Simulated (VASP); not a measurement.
Method: SCAN meta-GGA, VASP's PBE PAW potentials (set 64) (plane waves; VASP).

Input for VASP

POSCAR:
```
TiC
1.0
  0.0000000000   2.1634553187   2.1634553187
  2.1634553187   0.0000000000   2.1634553187
  2.1634553187   2.1634553187   0.0000000000
Ti C
1 1
Cartesian
  0.0000000000   0.0000000000   0.0000000000
  2.1634553187   2.1634553187   2.1634553187
```

KPOINTS_OPT:
```
k-points along high-symmetry lines
10
Line-mode
Reciprocal
  0.000000   0.000000   0.000000 ! GAMMA
  0.500000   0.000000   0.500000 ! X

  0.500000   0.000000   0.500000 ! X
  0.625000   0.250000   0.625000 ! U

  0.375000   0.375000   0.750000 ! K
  0.000000   0.000000   0.000000 ! GAMMA

  0.000000   0.000000   0.000000 ! GAMMA
  0.500000   0.500000   0.500000 ! L

  0.500000   0.500000   0.500000 ! L
  0.500000   0.250000   0.750000 ! W

  0.500000   0.250000   0.750000 ! W
  0.500000   0.000000   0.500000 ! X
```

### INCAR
```
LWAVE = .FALSE.
LCHARG = .FALSE.
LMIXTAU = .TRUE.
ISMEAR = -5   ! tetrahedra, Bloechl
LASPH = .TRUE.   ! aspherical one-centre terms
PREC = Accurate
LREAL = .FALSE.   ! projection in real space or not
EDIFF = 1E-7   ! SCF stop (eV)
ALGO = Normal   ! blocked Davidson
SYSTEM = TiC
LORBIT = 11
NELM = 100   ! most electronic steps
LMAXMIX = 4   ! l cut-off of mixed one-centre charges
METAGGA = SCAN
ENCUT = 520   ! plane-wave cut-off (eV)
NEDOS = 601
ISIF = 2   ! forces and stress, cell fixed
```

**KPOINTS**
```
Regular mesh
0
gamma
16 16 16
0 0 0
```

POTCAR, in this order: Ti_sv C (PBE.64 set). Program: vasp_std.

The resulting files:

**OUTCAR**
```
 ion  position               nearest neighbor table
   1  0.000  0.000  0.000-   2 2.16   2 2.16   2 2.16   2 2.16   2 2.16   2 2.16
   2  0.500  0.500  0.500-   1 2.16   1 2.16   1 2.16   1 2.16   1 2.16   1 2.16
  LATTYP: Found a face centered cubic cell.
 ALAT       =     4.3269106374
 Subroutine PRICEL returns:
 Original cell was already a primitive cell.
 Subroutine GETGRP returns: Found 48 space group operations
The static configuration has the point symmetry O_h .
The dynamic configuration has the point symmetry O_h .
 Subroutine INISYM returns: Found 48 space group operations
 Subroutine IBZKPT returns following result:
 Found    145 irreducible k-points:

 Following reciprocal coordinates:
            Coordinates               Weight
  0.000000  0.000000  0.000000      1.000000
  0.062500  0.000000  0.000000      8.000000
  0.125000  0.000000  0.000000      8.000000
  0.187500  0.000000  0.000000      8.000000
  0.250000  0.000000  0.000000      8.000000
  0.312500  0.000000  0.000000      8.000000
  0.375000  0.000000  0.000000      8.000000
  0.437500  0.000000  0.000000      8.000000
  0.500000  0.000000  0.000000      4.000000
  0.062500  0.062500  0.000000      6.000000
  0.125000  0.062500  0.000000     24.000000
  0.187500  0.062500  0.000000     24.000000
  0.250000  0.062500  0.000000     24.000000
  0.312500  0.062500  0.000000     24.000000
  0.375000  0.062500  0.000000     24.000000
  0.437500  0.062500  0.000000     24.000000
  0.500000  0.062500  0.000000     24.000000
 -0.437500  0.062500  0.000000     24.000000
 -0.375000  0.062500  0.000000     24.000000
 -0.312500  0.062500  0.000000     24.000000
 -0.250000  0.062500  0.000000     24.000000
 -0.187500  0.062500  0.000000     24.000000
 -0.125000  0.062500  0.000000     24.000000
 -0.062500  0.062500  0.000000     12.000000
...
```

File OSZICAR:
```
       N       E                     dE             d eps       ncg     rms          rms(c)
DAV:   1     0.112709242881E+03    0.11271E+03   -0.86266E+03  3480   0.163E+03
DAV:   2    -0.265928753862E+02   -0.13930E+03   -0.13281E+03  3592   0.398E+02
DAV:   3    -0.367748064221E+02   -0.10182E+02   -0.98376E+01  4588   0.102E+02
DAV:   4    -0.373049648044E+02   -0.53016E+00   -0.52926E+00  4668   0.219E+01
DAV:   5    -0.373216639377E+02   -0.16699E-01   -0.16697E-01  4700   0.346E+00    0.196E+01
DAV:   6    -0.286582827979E+02    0.86634E+01   -0.26332E+01  4544   0.833E+01    0.487E+00
DAV:   7    -0.280962203966E+02    0.56206E+00   -0.31675E+00  3828   0.251E+01    0.430E+00
DAV:   8    -0.280588553635E+02    0.37365E-01   -0.18233E-01  3892   0.590E+00    0.235E+00
DAV:   9    -0.280889616249E+02   -0.30106E-01   -0.11765E-01  3676   0.442E+00    0.843E-01
DAV:  10    -0.280933834963E+02   -0.44219E-02   -0.93964E-02  3660   0.362E+00    0.352E-01
DAV:  11    -0.281045986375E+02   -0.11215E-01   -0.77020E-03  3628   0.116E+00    0.988E-02
DAV:  12    -0.281074771373E+02   -0.28785E-02   -0.34834E-03  3960   0.708E-01    0.568E-02
DAV:  13    -0.281069973207E+02    0.47982E-03   -0.44362E-04  3776   0.267E-01    0.557E-02
DAV:  14    -0.281069837864E+02    0.13534E-04   -0.18773E-05  4248   0.499E-02    0.415E-02
DAV:  15    -0.281068184409E+02    0.16535E-03   -0.10965E-04  3532   0.147E-01    0.858E-03
DAV:  16    -0.281068058929E+02    0.12548E-04   -0.10105E-05  4280   0.435E-02    0.498E-03
DAV:  17    -0.281068140192E+02   -0.81264E-05   -0.16460E-06  3608   0.169E-02    0.346E-03
DAV:  18    -0.281068208549E+02   -0.68357E-05   -0.13554E-06  4040   0.138E-02    0.169E-03
DAV:  19    -0.281068207096E+02    0.14530E-06   -0.13675E-07  2608   0.590E-03    0.826E-04
DAV:  20    -0.281068196232E+02    0.10864E-05   -0.24230E-08  1856   0.275E-03    0.318E-04
DAV:  21    -0.281068197192E+02   -0.95989E-07   -0.51920E-09  1840   0.118E-03
   1 F= -.28106820E+02 E0= -.28106820E+02  d E =0.000000E+00
       N       E                     dE             ncg
```

File OUTCAR:
```
------------------------ aborting loop because EDIFF is reached ----------------------------------------
  FORCE on cell =-STRESS in cart. coord.  units (eV):
  Direction    XX          YY          ZZ          XY          YZ          ZX
  --------------------------------------------------------------------------------------
  Total       -0.0110916     -0.0110916     -0.0110916      0.0000000      0.0000000      0.0000000
  in kB       -0.8774673     -0.8774673     -0.8774673      0.0000000      0.0000000      0.0000000
  external PRESSURE =      -0.8774673 kB  Pullay stress =       0.0000000 kB
  volume of cell :       20.25
      direct lattice vectors                 reciprocal lattice vectors
     0.000000000  2.163455319  2.163455319    -0.231111776  0.231111776  0.231111776
     2.163455319  0.000000000  2.163455319     0.231111776 -0.231111776  0.231111776
     2.163455319  2.163455319  0.000000000     0.231111776  0.231111776 -0.231111776
 POSITION                                       TOTAL-FORCE (eV/Angst)
 -----------------------------------------------------------------------------------
      0.00000      0.00000      0.00000         0.000000      0.000000     -0.000000
      2.16346      2.16346      2.16346         0.000000      0.000000      0.000000
 -----------------------------------------------------------------------------------
    total drift:                                0.000000     -0.000000     -0.000000
  FREE ENERGIE OF THE ION-ELECTRON SYSTEM (eV)
  ---------------------------------------------------
  free  energy   TOTEN  =       -28.1068197192 eV

  energy  without entropy=      -28.1068197192  energy(sigma->0) =      -28.10681972

 total charge

# of ion       s       p       d       tot
------------------------------------------
    1        2.200   6.256   1.906  10.362
    2        0.910   1.519   0.000   2.429
--------------------------------------------------
tot          3.109   7.776   1.906  12.791
```
(Selected blocks of OUTCAR.)

File OUTCAR:
```
 val. band max:        9.5742310816   @ k =   0.0625   0.0625   0.0000

 cond. band min:       9.4348223807   @ k =   0.3750   0.3125   0.0000


 Fermi energy:         9.5185357121

 k-point     1 :       0.0000    0.0000    0.0000
  band No.  band energies     occupation
      1     -49.6027      2.00000
      2     -24.5072      2.00000
      3     -24.5070      2.00000
      4     -24.5065      2.00000
      5      -3.7705      2.00000
      6      10.3656      0.00000
      7      10.3657      0.00000
      8      10.3657      0.00000
      9      11.1727      0.00000
     10      11.1727      0.00000
     11      11.1728      0.00000
     12      11.2483      0.00000

 k-point     2 :       0.0625    0.0000    0.0000
  band No.  band energies     occupation
      1     -49.5998      2.00000
      2     -24.5273      2.00000
      3     -24.5089      2.00000
      4     -24.5085      2.00000
      5      -3.6793      2.00000
      6       9.8277      0.49609
      7      10.0271     -0.15331
      8      10.0273     -0.22721
      9      10.6167      0.00000
     10      10.6169      0.00000
     11      11.4928      0.00000
     12      12.2784      0.00000

 k-point     3 :       0.1250    0.0000    0.0000
  band No.  band energies     occupation
      1     -49.5917      2.00000
      2     -24.5853      2.00000
      3     -24.5141      2.00000
      4     -24.5137      2.00000
      5      -3.4115      2.00000
      6       8.8556      2.01996
      7       9.1499      2.03570
      8       9.1502      2.10055
      9      10.7632      0.00000
     10      10.7633      0.00000
     11      11.8822      0.00000
     12      13.4049      0.00000

 k-point     4 :       0.1875    0.0000    0.0000
  band No.  band energies     occupation
      1     -49.5795      2.00000
      2     -24.6710      2.00000
      3     -24.5219      2.00000
      4     -24.5215      2.00000
      5      -2.9842      2.00000
      6       7.7434      2.00000
...
```

For a metal the tetrahedron method with Blöchl corrections gives inexact stress and forces.

The compound is TiC in the rock salt structure. It was relaxed first.
